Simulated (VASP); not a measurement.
# MgSiH2O4 (P2/m) in VASP: reference runs, part 2 of 2

VASP 6.6.1.

## Step 3: Single point, PBE (atoms moved at random, drawn with an rms of 0.05 Å)

INCAR

```
PREC = Accurate
ENCUT = 520
EDIFF = 1E-7
ISMEAR = -1
SIGMA = 0.05
LREAL = F
LASPH = T
NELM = 100
ALGO = Normal
ISIF = 2
LWAVE = F
LCHARG = F
GGA = PE
NBANDS = 26
```

KPOINTS

```
regular mesh
0
Gamma
  6 9 6
```

POSCAR

```
MgSiH2O4
1.0
    4.2826850000      0.0000000000      0.0000000000
    0.0000000000      2.8563250000      0.0000000000
   -0.2636590000      0.0000000000      4.7703820000
Si Mg O H
1 1 4 2
Direct
    0.0076730000     -0.0062910000      0.0065600000
    0.4998560000      0.5032160000      0.5061560000
    0.2471550000      0.4876020000      0.8775880000
    0.7559230000      0.5125790000      0.1142690000
    0.2014490000      0.0019370000      0.3260910000
    0.7975100000      0.0059530000      0.6650000000
    0.5042290000      0.4920910000     -0.0035030000
    0.0071610000      0.0035530000      0.5032320000
```

Potentials or basis: VASP PAW PBE potentials, release 64 (Si, Mg, O, H).

Run with:

```
$ cat potpaw_PBE.64/Si/POTCAR potpaw_PBE.64/Mg/POTCAR potpaw_PBE.64/O/POTCAR potpaw_PBE.64/H/POTCAR > POTCAR
$ mpirun -np 1 vasp_std > vasp.out
```

OUTCAR:

```text
PREC = Accurate
   ENCUT = 520
   EDIFF = 1E-7
   ISMEAR = -1
   LREAL = F
   LASPH = T
   NELM = 100
   ISIF = 2
   GGA = PE

 ion  position               nearest neighbor table
   1  0.008  0.994  0.007-   5 1.70   6 1.82   4 1.84   3 1.87   3 1.90   4 1.92   2 3.40
   2  0.500  0.503  0.506-   6 2.03   6 2.04   5 2.07   5 2.07   3 2.13   4 2.22   1 3.40
   3  0.247  0.488  0.878-   7 1.21   1 1.87   1 1.90   2 2.13
   4  0.756  0.513  0.114-   7 1.19   1 1.84   1 1.92   2 2.22
   5  0.201  0.002  0.326-   8 1.22   1 1.70   2 2.07   2 2.07
   6  0.798  0.006  0.665-   8 1.22   1 1.82   2 2.03   2 2.04
   7  0.504  0.492  0.996-   4 1.19   3 1.21
   8  0.007  0.004  0.503-   6 1.22   5 1.22

  LATTYP: Found a simple monoclinic cell.
 ALAT       =     4.2826850000
 B/A-ratio  =     0.6669472539
 C/A-ratio  =     1.1155764807
 COS(beta)  =    -0.0551857715

  Lattice vectors:

 A1 = (   4.2826850000,   0.0000000000,   0.0000000000)
 A2 = (   0.0000000000,   2.8563250000,   0.0000000000)
 A3 = (  -0.2636590000,   0.0000000000,   4.7703820000)

Analysis of symmetry for initial positions (statically):
=====================================================================
 Subroutine PRICEL returns:
 Original cell was already a primitive cell.

 Routine SETGRP: Setting up the symmetry group for a
 simple monoclinic supercell.

 Subroutine GETGRP returns: Found  1 space group operations
 (whereof  1 operations were pure point group operations)
 out of a pool of  4 trial point group operations.

The static configuration has the point symmetry C_1 .

Analysis of symmetry for dynamics (positions and initial velocities):
=====================================================================
 Subroutine PRICEL returns:
 Original cell was already a primitive cell.

 Routine SETGRP: Setting up the symmetry group for a
 simple monoclinic supercell.

 Subroutine GETGRP returns: Found  1 space group operations
 (whereof  1 operations were pure point group operations)
 out of a pool of  4 trial point group operations.

The dynamic configuration has the point symmetry C_1 .

 Subroutine INISYM returns: Found  1 space group operations
 (whereof  1 operations are pure point group operations),
 and found     1 'primitive' translations

----------------------------------------------------------------------------------------

                                     Primitive cell

  volume of cell :      58.3548

  direct lattice vectors                    reciprocal lattice vectors
     4.282685000  0.000000000  0.000000000     0.233498378  0.000000000  0.012905455
     0.000000000  2.856325000  0.000000000     0.000000000  0.350100216  0.000000000
    -0.263659000  0.000000000  4.770382000     0.000000000  0.000000000  0.209626818

  length of vectors
     4.282685000  2.856325000  4.777662660     0.233854748  0.350100216  0.209626818

  position of ions in fractional coordinates (direct lattice)
     0.007673000  0.993709000  0.006560000
     0.499856000  0.503216000  0.506156000
     0.247155000  0.487602000  0.877588000
     0.755923000  0.512579000  0.114269000
     0.201449000  0.001937000  0.326091000
     0.797510000  0.005953000  0.665000000
[... 45 lines left out ...]
  0.500000  0.000000 -0.000000      1.000000
  0.000000  0.111111  0.000000      2.000000
  0.166667  0.111111 -0.000000      2.000000
[... 16 lines left out ...]
  0.000000  0.444444  0.000000      2.000000
  0.166667  0.444444 -0.000000      2.000000
 [... further k-points ...]
   k-points           NKPTS =    164   k-points in BZ     NKDIM =    164   number of bands    NBANDS=     26
   number of dos      NEDOS =    301   number of ions     NIONS =      8
   total plane-waves  NPLWV =  27648
   dimension x,y,z NGX =    32 NGY =   24 NGZ =   36
   dimension x,y,z NGXF=    64 NGYF=   48 NGZF=   72
   ions per type =               1   1   4   2
   NGX,Y,Z   is equivalent  to a cutoff of  12.42, 13.97, 12.53 a.u.
   NGXF,Y,Z  is equivalent  to a cutoff of  24.84, 27.94, 25.05 a.u.
 SYSTEM =  unknown system
   PREC   = accura    normal or accurate (medium, high low for compatibility)
   ISTART =      0    job   : 0-new  1-cont  2-samecut
   ICHARG =      2    charge: 1-file 2-atom 10-const
   ISPIN  =      1    spin polarized calculation?
   LNONCOLLINEAR =      F non collinear calculations
   LSORBIT =      F    spin-orbit coupling
   LASPH  =      T    aspherical Exc in radial PAW
   ENCUT  =  520.0 eV  38.22 Ry    6.18 a.u.   7.96  5.31  8.88*2*pi/ulx,y,z
   NELM   =    100;   NELMIN=  2; NELMDL= -5     # of ELM steps
   EDIFF  = 0.1E-06   stopping-criterion for ELM
   LREAL  =      F    real-space projection
   EDIFFG = 0.1E-05   stopping-criterion for IOM
   NSW    =      0    number of steps for IOM
   IBRION =     -1    ionic relax: 0-MD 1-quasi-New 2-CG
   NFREE  =      0    steps in history (QN), initial steepest desc. (CG)
   ISIF   =      2    stress and relaxation
   ISYM   =      2    0-nonsym 1-usesym 2-fastsym
   POTIM  = 0.5000    time-step for ionic-motion
   TEBEG  =    0.0;   TEEND  =   0.0 temperature during run
   PSTRESS=    0.0 pullay stress
   NELECT =      32.0000    total number of electrons
   NUPDOWN=      -1.0000    fix difference up-down
   EMIN   =  10.00;   EMAX   =-10.00  energy-range for DOS
   EFERMI =   0.00;   METHOD = LEGACY
   ISMEAR =    -1;   SIGMA  =   0.05  broadening in eV -4-tet -1-fermi 0-gaus
   EFERMI_NEDOS =   21; number of points for ismear=-14 and -15
   IALGO  =     38    algorithm
   IMIX   =      4    mixing-type and parameters
     AMIX     =   0.40;   BMIX     =  1.00
     AMIX_MAG =   1.60;   BMIX_MAG =  1.00
  volume/ion in A,a.u.               =       7.29        49.22
  Fermi-wavevector in a.u.,A,eV,Ry     =   1.339983  2.532200 24.429990  1.795554
  Thomas-Fermi vector in A             =   2.468332
   LORBIT       =      0    0 simple, 1 ext, 2 COOP (PROOUT), +10 PAW based schemes
   GGA     = PE    functional components
   LHFCALC =     F    Hartree Fock is set to
   AEXX    =    0.0000 exact exchange contribution
   IVDW    =     0    specifies the selected vdW correction
   LEPSILON=     F    determine dielectric tensor
   LRPA    =     F    only Hartree local field effects (RPA)
 non-spin polarized calculation
  energy-cutoff  :      520.00
  volume of cell :       58.35
 maximum number of plane-waves:      1587
   NGX = 15   NGY = 11   NGZ = 17

 number of electron      31.9999993 magnetization

 Free energy of the ion-electron system (eV)
  ---------------------------------------------------
  ext. energy  EPLUGINS =         0.00000000
  ---------------------------------------------------
  free energy    TOTEN  =       -49.54258471 eV

  energy without entropy =      -49.54258471  energy(sigma->0) =      -49.54258471

 E-fermi :   5.2488     XC(G=0): -11.2190

 val. band max:        4.1725023910   @ k =   0.0000   0.0000   0.5000
 cond. band min:       9.0442746377   @ k =   0.0000   0.0000   0.0000
 fundamental gap:      4.8717722466
 Fermi energy:         5.2488074434

 k-point     1 :       0.0000    0.0000    0.0000
  band No.  band energies     occupation
      1     -16.2266      2.00000
      2     -13.4387      2.00000
      3     -13.1366      2.00000
      4     -12.6981      2.00000
      5      -4.4502      2.00000
      6      -2.6002      2.00000
[... 685 lines left out ...]
     25      17.8276      0.00000
     26      18.4612      0.00000

 [... further k-points ...]

------------------------ aborting loop because EDIFF is reached ----------------------------------------

  FORCE on cell =-STRESS in cart. coord.  units (eV):
  Direction    XX          YY          ZZ          XY          YZ          ZX
  --------------------------------------------------------------------------------------
  -------------------------------------------------------------------------------------
  Total        0.3001552     -0.1043597      0.5021231      0.2388706     -0.0551929      0.2662151
  in kB        8.2409942     -2.8652753     13.7861789      6.5583778     -1.5153627      7.3091403
  external PRESSURE =       6.3872993 kB  Pullay stress =       0.0000000 kB

 VOLUME and BASIS-vectors are now :
 -----------------------------------------------------------------------------
  energy-cutoff  :      520.00
  volume of cell :       58.35
      direct lattice vectors                 reciprocal lattice vectors
     4.282685000  0.000000000  0.000000000     0.233498378  0.000000000  0.012905455
     0.000000000  2.856325000  0.000000000     0.000000000  0.350100216  0.000000000
    -0.263659000  0.000000000  4.770382000     0.000000000  0.000000000  0.209626818

 POSITION                                       TOTAL-FORCE (eV/Angst)
 -----------------------------------------------------------------------------------
      0.03113      2.83836      0.03129        -0.937519      0.166084     -1.446263
      2.00727      1.43735      2.41456         0.172603      0.018295     -0.278919
      0.82710      1.39275      4.18643        -0.173029      0.163386      0.169743
      3.20725      1.46409      0.54511         0.209536     -0.334763      0.299644
      0.77677      0.00553      1.55558         0.864090     -0.032119      0.664716
      3.24015      0.01700      3.17230         0.360154     -0.167289      0.486897
      1.89672      1.40557      4.75367         0.136657      0.175714      0.069353
     -0.10201      0.01015      2.40061        -0.632493      0.010692      0.034830
 -----------------------------------------------------------------------------------
    total drift:                               -0.000004     -0.000388      0.000785

  FREE ENERGIE OF THE ION-ELECTRON SYSTEM (eV)
  ---------------------------------------------------
  free  energy   TOTEN  =       -49.5425847097 eV

  energy  without entropy=      -49.5425847097  energy(sigma->0) =      -49.54258471
```

It took 2.1 min on 1 thread of AMD EPYC 9R45 (Zen 5), shared host; peak memory 0.31 GiB.

Results:

| Item | Value |
| --- | --- |
| Free energy | -49.5426 eV |
| Pressure | 0.6 GPa |
| Largest force | 1.732 eV/Å |
| Band gap on the k mesh | 4.87 eV, indirect (least direct gap 5.01 eV) |

Forces in eV/Å, atoms in the order of the input:
```
Si  -0.938  0.166 -1.446
Mg   0.173  0.018 -0.279
O   -0.173  0.163  0.170
O    0.210 -0.335  0.300
O    0.864 -0.032  0.665
O    0.360 -0.167  0.487
H    0.137  0.176  0.069
H   -0.632  0.011  0.035
```

Caveat: an odd mesh through Γ misses points on the zone boundary, where band edges often lie.
